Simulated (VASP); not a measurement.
# Cs2AgBiBr6: phonons from a supercell, part 4 of 4

Wanted: whether Cs2AgBiBr6 is dynamically stable, and its vibrational spectrum. The start is a cell from a database of measured crystal structures.

VASP 6.6.1; PBEsol; plane waves and PAW (Bi, Cs_sv, Ag, Br).

So far. Step 2 (Relax the host): The run ended after 8 ionic steps, 0.037 eV below its first step, once forces and stress met EDIFFG = -0.03. Step 3 (Tight relaxation): The run ended after 5 ionic steps, 0.000 eV below its first step, once forces and stress met EDIFFG = -0.002.

**5. Force constants in the supercell**

System of this step: Cs2AgBiBr6. It takes space group Fm-3m (No. 225, cubic). The conventional cell has a = 11.177 Å, b = 11.177 Å, c = 11.177 Å, α = 90.00°, β = 90.00°, γ = 90.00°. Bi has 6 Br at 2.84 Å nearest. Nearest to Cs lie 12 Br at 3.95 Å. Nearest to Ag lie 6 Br at 2.75 Å. Nearest to Br lie 1 Ag at 2.75 Å and 1 Bi at 2.84 Å and 4 Cs at 3.95 Å. Farther neighbours and most contacts between anions are not listed.

Each independent atom is moved by 0.015 Å both ways; the forces give the force constants out to half the supercell.

INCAR

```
SYSTEM = Cs2AgBiBr6
PREC = Accurate
ENCUT = 350
EDIFF = 1E-07
NELM = 120
ISMEAR = 0
SIGMA = 0.05
LREAL = Auto
ALGO = Fast
GGA = PS
NBANDS = 180
LASPH = .TRUE.
LWAVE = .FALSE.
LCHARG = .FALSE.
KPAR = 4
IBRION = 6
NSW = 1
NFREE = 2
POTIM = 0.015
ISIF = 0
ADDGRID = .TRUE.
```

POSCAR

```
Cs2AgBiBr6
1.0
   11.1768807366      0.0000000000      0.0000000000
    0.0000000000     11.1768807366      0.0000000000
    0.0000000000      0.0000000000     11.1768807366
Bi Cs Ag Br
4 8 4 24
Direct
    0.0000000000      0.0000000000      0.0000000000
    0.5000000000      0.5000000000      0.0000000000
    0.5000000000      0.0000000000      0.5000000000
    0.0000000000      0.5000000000      0.5000000000
    0.7500000000      0.7500000000      0.7500000000
    0.2500000000      0.2500000000      0.7500000000
    0.2500000000      0.7500000000      0.2500000000
    0.7500000000      0.2500000000      0.2500000000
    0.2500000000      0.2500000000      0.2500000000
    0.7500000000      0.7500000000      0.2500000000
    0.7500000000      0.2500000000      0.7500000000
    0.2500000000      0.7500000000      0.7500000000
    0.5000000000      0.5000000000      0.5000000000
    0.0000000000      0.0000000000      0.5000000000
    0.0000000000      0.5000000000      0.0000000000
    0.5000000000      0.0000000000      0.0000000000
    0.5000000000      0.5000000000      0.7459851173
    0.0000000000      0.0000000000      0.7459851173
    0.0000000000      0.5000000000      0.2459851173
    0.5000000000      0.0000000000      0.2459851173
    0.5000000000      0.5000000000      0.2540148827
    0.0000000000      0.0000000000      0.2540148827
    0.0000000000      0.5000000000      0.7540148827
    0.5000000000      0.0000000000      0.7540148827
    0.2540148827      0.5000000000      0.5000000000
    0.7540148827      0.0000000000      0.5000000000
    0.7540148827      0.5000000000      0.0000000000
    0.2540148827      0.0000000000      0.0000000000
    0.5000000000      0.7459851173      0.5000000000
    0.0000000000      0.2459851173      0.5000000000
    0.0000000000      0.7459851173      0.0000000000
    0.5000000000      0.2459851173      0.0000000000
    0.7459851173      0.5000000000      0.5000000000
    0.2459851173      0.0000000000      0.5000000000
    0.2459851173      0.5000000000      0.0000000000
    0.7459851173      0.0000000000      0.0000000000
    0.5000000000      0.2540148827      0.5000000000
    0.0000000000      0.7540148827      0.5000000000
    0.0000000000      0.2540148827      0.0000000000
    0.5000000000      0.7540148827      0.0000000000
```

KPOINTS

```
Automatic mesh
0
Gamma
2 2 2
0 0 0
```

PAW data sets: Bi, Cs_sv, Ag and Br (PBE family, release 64).

Run with:

```console
$ mpirun -np 4 vasp_std
```

Log:

```text
[banner, memory and clock lines left out]
running    4 mpi-ranks, on    1 nodes
 distrk:  each k-point on    1 cores,    4 groups
 distr:  one band on    1 cores,    1 groups

 POSCAR found type information on POSCAR BiCsAgBr
 POSCAR found :  4 types and      40 ions
 [... a notice as in an earlier step ...]

 LDA part: xc-table for (Slater+PW92), standard interpolation
 POSCAR, INCAR and KPOINTS ok, starting setup
 FFT: planning ... GRIDC
 FFT: planning ... GRID_SOFT
 FFT: planning ... GRID
 WAVECAR not read
 entering main loop
       N       E                     dE             d eps       ncg     rms          rms(c)
DAV:   1     0.186271200696E+04    0.18627E+04   -0.10086E+05  1440   0.104E+03
DAV:   2     0.566237896908E+02   -0.18061E+04   -0.17628E+04  1800   0.225E+02
DAV:   3    -0.128476696162E+03   -0.18510E+03   -0.18393E+03  1656   0.804E+01
DAV:   4    -0.132333635598E+03   -0.38569E+01   -0.38423E+01  1696   0.128E+01
DAV:   5    -0.132418251781E+03   -0.84616E-01   -0.84540E-01  1708   0.172E+00    0.193E+01
RMM:   6    -0.127655774184E+03    0.47625E+01   -0.10161E+01  1440   0.499E+00    0.128E+01
RMM:   7    -0.127359423909E+03    0.29635E+00   -0.56336E+00  1440   0.301E+00    0.426E+00
RMM:   8    -0.127344865921E+03    0.14558E-01   -0.43728E-01  1445   0.120E+00    0.202E+00
RMM:   9    -0.127343453569E+03    0.14124E-02   -0.17817E-01  1440   0.818E-01    0.540E-01
RMM:  10    -0.127341974003E+03    0.14796E-02   -0.31685E-02  1456   0.314E-01    0.287E-01
RMM:  11    -0.127342232485E+03   -0.25848E-03   -0.58743E-03  1495   0.127E-01    0.122E-01
RMM:  12    -0.127342131172E+03    0.10131E-03   -0.13003E-03  1459   0.578E-02    0.261E-02
RMM:  13    -0.127342143649E+03   -0.12478E-04   -0.25316E-04  1484   0.261E-02    0.127E-02
RMM:  14    -0.127342146812E+03   -0.31626E-05   -0.62820E-05  1562   0.112E-02    0.319E-03
RMM:  15    -0.127342147374E+03   -0.56166E-06   -0.82641E-06  1531   0.446E-03    0.312E-03
RMM:  16    -0.127342147573E+03   -0.19951E-06   -0.19688E-06  1276   0.210E-03    0.732E-04
RMM:  17    -0.127342147555E+03    0.17859E-07   -0.43213E-07  1005   0.102E-03
   1 F= -.12734215E+03 E0= -.12734215E+03  d E =-.205398E-15
 Found     5 degrees of freedom:
 Finite differences POTIM= 0.01500 DOF=   5
 bond charge predicted
       N       E                     dE             d eps       ncg     rms          rms(c)
DAV:   1    -0.127341463370E+03    0.68420E-03   -0.46129E-02  2256   0.286E-01    0.949E-02
RMM:   2    -0.127341356000E+03    0.10737E-03   -0.23840E-03  2133   0.527E-02    0.640E-02
RMM:   3    -0.127341323464E+03    0.32536E-04   -0.54518E-04  2149   0.247E-02    0.462E-02
RMM:   4    -0.127341312270E+03    0.11194E-04   -0.11448E-04  2168   0.133E-02    0.491E-03
RMM:   5    -0.127341315159E+03   -0.28886E-05   -0.34210E-05  2289   0.604E-03    0.461E-03
RMM:   6    -0.127341315494E+03   -0.33552E-06   -0.28907E-06  1990   0.255E-03    0.140E-03
RMM:   7    -0.127341315625E+03   -0.13033E-06   -0.82412E-07  1752   0.133E-03    0.559E-04
RMM:   8    -0.127341315644E+03   -0.18910E-07   -0.20077E-07  1289   0.585E-04
   2 F= -.12734132E+03 E0= -.12734132E+03  d E =-.151447E-17
[... from here on, the cycles between the ionic steps are left out ...]
   3 F= -.12734132E+03 E0= -.12734132E+03  d E =-.409932E-17
   4 F= -.12734208E+03 E0= -.12734208E+03  d E =-.201041E-16
   5 F= -.12734208E+03 E0= -.12734208E+03  d E =-.387341E-16
   6 F= -.12734183E+03 E0= -.12734183E+03  d E =-.524044E-16
   7 F= -.12734183E+03 E0= -.12734183E+03  d E =-.751017E-16
   8 F= -.12734209E+03 E0= -.12734209E+03  d E =-.826805E-16
   9 F= -.12734209E+03 E0= -.12734209E+03  d E =-.784097E-16
  10 F= -.12734163E+03 E0= -.12734163E+03  d E =-.990501E-16
 Finite differences progress:
  Degree of freedom:   5/  5
  Displacement:        1/  2
  Total:               9/ 10
 bond charge predicted
       N       E                     dE             d eps       ncg     rms          rms(c)
DAV:   1    -0.127337909963E+03    0.37160E-02   -0.10225E+00  2192   0.114E+00    0.401E-01
RMM:   2    -0.127341135581E+03   -0.32256E-02   -0.35955E-02  2146   0.218E-01    0.870E-02
RMM:   3    -0.127341361086E+03   -0.22550E-03   -0.36051E-03  2144   0.757E-02    0.668E-02
RMM:   4    -0.127341351614E+03    0.94720E-05   -0.76049E-04  2196   0.320E-02    0.238E-02
RMM:   5    -0.127341357456E+03   -0.58419E-05   -0.89988E-05  2177   0.128E-02    0.138E-02
RMM:   6    -0.127341358533E+03   -0.10765E-05   -0.18971E-05  2144   0.579E-03    0.316E-03
RMM:   7    -0.127341358841E+03   -0.30829E-06   -0.39728E-06  2116   0.253E-03    0.171E-03
RMM:   8    -0.127341358877E+03   -0.36383E-07   -0.65564E-07  1579   0.113E-03
  11 F= -.12734136E+03 E0= -.12734136E+03  d E =-.998305E-16
 Finite differences progress:
  Degree of freedom:   5/  5
  Displacement:        2/  2
  Total:              10/ 10
```

Run time: 61 min. Hardware: 4 MPI ranks of Intel Xeon Platinum 8375C at 2.90GHz (Ice Lake), shared host; peak memory 8.1 GiB.

From OUTCAR (step 5):

```text
   k-points           NKPTS =      4   k-points in BZ     NKDIM =      4   number of bands    NBANDS=    180

   ENCUT  =  350.0 eV  25.72 Ry    5.07 a.u.  17.05 17.05 17.05*2*pi/ulx,y,z

   NELECT =     304.0000    total number of electrons

 E-fermi :   1.6476

 k-point     1 :       0.0000    0.0000    0.0000
  band No.  band energies     occupation
    ...
    148       0.7277      2.00000
    149       0.7333      2.00000
    150       1.3611      2.00000
    151       1.3639      2.00000
    152       1.3646      2.00000
    153       3.4016      0.00000
    154       3.4084      0.00000
    155       3.4084      0.00000
    156       3.9184      0.00000
    157       3.9330      0.00000
    ...

 POSITION                                       TOTAL-FORCE (eV/Angst)
 -----------------------------------------------------------------------------------
      0.00000      0.00000      0.00000        -0.000000      0.000000     -0.000313
      5.58844      5.58844      0.00000        -0.000000      0.000000     -0.036569
      5.58844      0.00000      5.58844        -0.000000      0.000000     -0.001203
      0.00000      5.58844      5.58844        -0.000000      0.000000     -0.001203
      8.38266      8.38266      8.38266        -0.000684     -0.000684     -0.001242
      2.79422      2.79422      8.38266         0.000684      0.000684     -0.001242
      2.79422      8.38266      2.79422        -0.000525      0.000525      0.001038
      8.38266      2.79422      2.79422         0.000525     -0.000525      0.001038
      2.79422      2.79422      2.79422        -0.000525     -0.000525      0.001038
      8.38266      8.38266      2.79422         0.000525      0.000525      0.001038
      8.38266      2.79422      8.38266        -0.000684      0.000684     -0.001242
      2.79422      8.38266      8.38266         0.000684     -0.000684     -0.001242
      5.58844      5.58844      5.58844        -0.000000      0.000000     -0.016468
      0.00000      0.00000      5.58844        -0.000000      0.000000      0.000087
      0.00000      5.58844      0.00000        -0.000000      0.000000     -0.000029
      5.58844      0.00000      0.00000        -0.000000      0.000000     -0.000029
      5.58844      5.58844      8.32279        -0.000000      0.000000      0.096231
      0.00000      0.00000      8.33779        -0.000000      0.000000      0.009656
      0.00000      5.58844      2.74935        -0.000000      0.000000      0.007704
      5.58844      0.00000      2.74935        -0.000000      0.000000      0.007704
      5.58844      5.58844      2.83909        -0.000000      0.000000     -0.025422
      0.00000      0.00000      2.83909        -0.000000      0.000000     -0.009435
      0.00000      5.58844      8.42753        -0.000000      0.000000     -0.007848
      5.58844      0.00000      8.42753        -0.000000      0.000000     -0.007848
[...]
-----------------------------------------------------------------------------------
    total drift:                                0.000004      0.000000     -0.000527

  FREE ENERGIE OF THE ION-ELECTRON SYSTEM (eV)
  ---------------------------------------------------
  free  energy   TOTEN  =      -127.3413588775 eV

  energy  without entropy=     -127.3413588775  energy(sigma->0) =     -127.34135888

 Eigenvectors and eigenvalues of the dynamical matrix
 ----------------------------------------------------

   1 f  =    5.321699 THz    33.437220 2PiTHz  177.512767 cm-1    22.008768 meV
             X         Y         Z           dx          dy          dz
      0.000000  0.000000  0.000000    -0.000000   -0.000000   -0.000000
      5.588440  5.588440  0.000000    -0.000000   -0.000000   -0.000000
      5.588440  0.000000  5.588440    -0.000000    0.000000    0.000000
      0.000000  5.588440  5.588440     0.000000    0.000000    0.000000
      8.382661  8.382661  8.382661     0.000000   -0.000000   -0.000000
[...]
X         Y         Z           dx          dy          dz
      0.000000  0.000000  0.000000     0.000000   -0.000000    0.000000
      5.588440  5.588440  0.000000    -0.000000   -0.000000   -0.000000
      5.588440  0.000000  5.588440    -0.000000   -0.000000   -0.000000
      0.000000  5.588440  5.588440     0.000000    0.000000   -0.000000
      8.382661  8.382661  8.382661    -0.001720    0.005871    0.006191
      2.794220  2.794220  8.382661     0.001720   -0.005871    0.006191
      2.794220  8.382661  2.794220     0.001720    0.005871   -0.006191
      8.382661  2.794220  2.794220    -0.001720   -0.005871   -0.006191
      2.794220  2.794220  2.794220     0.001720   -0.005871   -0.006191
      8.382661  8.382661  2.794220    -0.001720    0.005871   -0.006191
      8.382661  2.794220  8.382661    -0.001720   -0.005871    0.006191
      2.794220  8.382661  8.382661     0.001720    0.005871    0.006191
      5.588440  5.588440  5.588440    -0.000000    0.000000    0.000000
      0.000000  0.000000  5.588440     0.000000    0.000000    0.000000
      0.000000  5.588440  0.000000    -0.000000   -0.000000   -0.000000
      5.588440  0.000000  0.000000    -0.000000   -0.000000   -0.000000
      5.588440  5.588440  8.337787    -0.000000   -0.000000   -0.198960
      0.000000  0.000000  8.337787     0.000000    0.000000    0.024621
      0.000000  5.588440  2.749346    -0.000000   -0.000000   -0.117296
      5.588440  0.000000  2.749346     0.000000    0.000000    0.291635
      5.588440  5.588440  2.839094     0.000000   -0.000000    0.198960
      0.000000  0.000000  2.839094    -0.000000    0.000000   -0.024621
      0.000000  5.588440  8.427534     0.000000   -0.000000    0.117296
      5.588440  0.000000  8.427534     0.000000   -0.000000   -0.291635
[...]
0.000000  2.839094  0.000000    -0.000000   -0.037728   -0.000000
      5.588440  8.427534  0.000000     0.000000   -0.295743    0.000000

   3 f  =    5.112323 THz    32.121674 2PiTHz  170.528748 cm-1    21.142861 meV
             X         Y         Z           dx          dy          dz
      0.000000  0.000000  0.000000    -0.000000   -0.000000    0.000000
      5.588440  5.588440  0.000000    -0.000000    0.000000   -0.000000
      5.588440  0.000000  5.588440    -0.000000    0.000000   -0.000000
      0.000000  5.588440  5.588440    -0.000000    0.000000    0.000000
      8.382661  8.382661  8.382661    -0.003152    0.005431   -0.006027
      2.794220  2.794220  8.382661     0.003152   -0.005431   -0.006027
      2.794220  8.382661  2.794220     0.003152    0.005431    0.006027
      8.382661  2.794220  2.794220    -0.003152   -0.005431    0.006027
      2.794220  2.794220  2.794220     0.003152   -0.005431    0.006027
      8.382661  8.382661  2.794220    -0.003152    0.005431    0.006027
      8.382661  2.794220  8.382661    -0.003152   -0.005431   -0.006027
      2.794220  8.382661  8.382661     0.003152    0.005431   -0.006027
      5.588440  5.588440  5.588440     0.000000   -0.000000   -0.000000
      0.000000  0.000000  5.588440    -0.000000   -0.000000   -0.000000
      0.000000  5.588440  0.000000    -0.000000   -0.000000   -0.000000
      5.588440  0.000000  0.000000     0.000000   -0.000000    0.000000
      5.588440  5.588440  8.337787    -0.000000    0.000000    0.023466
      0.000000  0.000000  8.337787    -0.000000   -0.000000    0.146259
      0.000000  5.588440  2.749346    -0.000000   -0.000000   -0.316030
      5.588440  0.000000  2.749346     0.000000    0.000000    0.146305
      5.588440  5.588440  2.839094     0.000000    0.000000   -0.023466
      0.000000  0.000000  2.839094    -0.000000   -0.000000   -0.146259
      0.000000  5.588440  8.427534     0.000000   -0.000000    0.316030
      5.588440  0.000000  8.427534     0.000000    0.000000   -0.146305
[...]
0.000000  2.839094  0.000000     0.012792   -0.000000    0.005375
      5.588440  8.427534  0.000000     0.012792   -0.000000    0.005375

 ELASTIC MODULI CONTR FROM IONIC RELAXATION (kBar)
 Direction    XX          YY          ZZ          XY          YZ          ZX
 --------------------------------------------------------------------------------
 XX           0.0000      0.0000      0.0000      0.0000      0.0000      0.0000
 YY           0.0000      0.0000      0.0000      0.0000      0.0000      0.0000
 ZZ           0.0000      0.0000      0.0000      0.0000      0.0000      0.0000
 XY           0.0000      0.0000      0.0000      0.0000      0.0000      0.0000
 YZ           0.0000      0.0000      0.0000      0.0000      0.0000      0.0000
 ZX           0.0000      0.0000      0.0000      0.0000      0.0000      0.0000
 --------------------------------------------------------------------------------

[... 1 part as in an earlier step ...]

[... 13 further parts left out ...]
```

The last energy, forces, stress and levels in OUTCAR belong to the last displaced cell, not to the cell of POSCAR.

This step gave:

```yaml
electrons: 304
lowest_frequency: -14.43 cm⁻¹
highest_frequency: 185.9 cm⁻¹
dynamically_stable: no
```

With the long-range dipole term. Phonon branches along the path, in cm⁻¹:

```
          point  branch 1  branch 2  branch 3  branch 4  branch 27  branch 28  branch 29  branch 30
              Γ       -14       -14       -14         0        149        149        178        180
0.47 of the way       -13        14        14        18        148        148        167        181
              X       -12        26        26        27        148        148        157        171
0.47 of the way        -5        26        27        28        147        148        159        173
              W        19        19        27        28        147        147        159        175
0.47 of the way        13        24        27        28        147        148        159        175
              K         9        26        26        27        147        149        159        176
0.47 of the way        12        12        16        20        148        150        164        183
              Γ       -14       -14       -14         0        149        149        178        180
0.47 of the way        -1        -1         5        20        149        149        168        184
              L        17        17        21        28        150        150        160        186
0.47 of the way        16        22        22        28        149        150        160        182
              U         9        26        26        27        147        149        159        176
0.47 of the way        12        24        27        28        147        148        159        175
              W        19        19        27        28        147        147        159        175
0.53 of the way        18        19        24        28        148        150        160        181
              L        17        17        21        28        150        150        160        186
0.47 of the way        16        22        22        28        149        150        160        182
              K         9        26        26        27        147        149        159        176
      jump to U         9        26        26        27        147        149        159        176
0.53 of the way        -9        27        27        28        147        148        158        172
              X       -12        26        26        27        148        148        157        171
```

The phonon density of states has structure finer than the step of the table below, so its rows give means over 10 cm⁻¹, whole bins alone (the curve runs from -40.9 to 213 cm⁻¹). Peaks (cm⁻¹: height): 32.5: 0.732, 100.6: 0.182, 135.3: 0.218, 148.6: 0.292.

Table of phonon density of states by frequency; means over each step:

frequency (cm⁻¹), phonon density of states (states/cm⁻¹/cell) and a bar:
```
      -30      0.000 
      -20      0.003 
      -10      0.030 ##
        0      0.017 #
       10      0.072 ####
       20      0.210 ###########
       30      0.594 ##############################
       40      0.437 ######################
       50      0.325 ################
       60      0.291 ###############
       70      0.103 #####
       80      0.071 ####
       90      0.090 #####
      100      0.144 #######
      110      0.012 #
      120      0.000 
      130      0.085 ####
      140      0.130 #######
      150      0.184 #########
      160      0.079 ####
      170      0.035 ##
      180      0.073 ####
      190      0.014 #
      200      0.000
```

**6. Results**

```json
{
 "highest frequency": "186 cm⁻¹",
 "lowest frequency": "-14.4 cm⁻¹"
}
```

**Reading.** The spectrum reaches 186 cm⁻¹, and its lowest point lies at -14 cm⁻¹. Imaginary modes (printed as negative) make the structure unstable in the harmonic picture at these settings. Where their wave vectors fit the supercell they are computed directly; elsewhere they may come from the interpolation. Frequencies between the wave vectors that fit the supercell are interpolated.

[Lines on the potential files, build, host, timing and source positions are cut from VASP's logs without a mark.]

[Logs are printed without paths, hosts, clocks, repeated set-up lines and the standing remarks that a program may print on its own settings, such as how far it seeks lower states.]

[Hosts, paths, dates, database ids (printed as entryN), source tags and the programs' standing remarks are cut or masked in the printed files.]

[Runs that stopped without an error message from VASP are left out.]
